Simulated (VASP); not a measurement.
Given:

```
CELL_PARAMETERS angstrom
      0.00000     2.50006     2.50006
      2.50006     0.00000     2.50006
      2.50006     2.50006     0.00000
ATOMIC_POSITIONS crystal
  Zr 0.00000 0.00000 0.00000
  O  0.25000 0.25000 0.25000
  O  0.75000 0.75000 0.75000
```

These are LDA (Ceperley-Alder, Perdew-Zunger), VASP's LDA PAW potentials (set 64) (plane waves; VASP) values and carry that method's errors. Run with 620 eV cut-off, 8×8×8 Γ-centred mesh, Gaussian smearing of 0.050 eV, potentials Zr_sv O.

Problem. The ions, cell shape and volume at an external pressure of 10.0 GPa are relaxed. Give the cell that the relaxation ends in.

Solution. 
```
CELL_PARAMETERS angstrom
      0.00000     2.48631     2.48631
      2.48631     0.00000     2.48631
      2.48631     2.48631     0.00000
ATOMIC_POSITIONS crystal
  Zr 0.00000 0.00000 0.00000
  O  0.25000 0.25000 0.25000
  O  0.75000 0.75000 0.75000
```
Space group Fm-3m (225), at a tolerance of 0.03 Å.

Problem. How do energy and volume change from the first to the last step?

Solution. The energy (σ→0) changes by +7.9 meV/atom and the volume by -1.6 %, in 3 ionic steps.

```csv
step,E(σ→0) (eV),max force (eV/Å),pressure (GPa),volume (Å³)
1,-31.3642,0.000,4.98,31.25
2,-31.2524,0.000,20.29,29.80
3,-31.3404,0.000,9.94,30.74
```

The compound is ZrO2 in the fluorite structure, the high-temperature cubic form, which is unstable at 0 K; the monoclinic form is the stable one. This run relaxes it under an external pressure of 10 GPa. Symmetry was kept, so distortions that lower it aren't found.
